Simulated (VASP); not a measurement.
```
AgO
1.0
    0.00000     2.40800     2.40800
    2.40800     0.00000     2.40800
    2.40800     2.40800     0.00000
Ag O
1 1
Direct
  0.00000   0.00000   0.00000
  0.25000   0.25000   0.25000
```

All values below come from PBEsol GGA, VASP's PBE PAW potentials (set 64) (plane waves; VASP). Numerical set-up: 520 eV cut-off, 9×9×9 Γ-centred mesh, Gaussian smearing of 0.050 eV, potentials Ag O.

Energy and stress use the plane-wave basis of the starting cell.

Question: The ions, cell shape and volume are relaxed. What does this cell relax into?

Answer: 
```
AgO
1.0
    0.00000     2.47246     2.47246
    2.47246     0.00000     2.47246
    2.47246     2.47246     0.00000
Ag O
1 1
Cartesian
  0.00000   0.00000   0.00000
  1.23623   1.23623   1.23623
```
Space group F-43m (216), at a tolerance of 0.03 Å.

Question: How do energy and volume change from the first to the last step?

Answer: The energy (σ→0) changes by -35.5 meV/atom and the volume by +8.2 %, in 3 ionic steps.

```tsv
step	E(σ→0) (eV)	max force (eV/Å)	pressure (GPa)	volume (Å³)
1	-8.0062	0.000	10.65	27.93
2	-8.0494	0.000	-5.19	31.85
3	-8.0771	0.000	-0.02	30.23
```

The structure comes from a measured AgO entry (F-43m) of the Crystallography Open Database, whose conditions weren't checked. This run relaxes it. Symmetry was kept, so distortions that lower it aren't found. The electron count is odd and the run is not spin-polarised, which forces a metal.
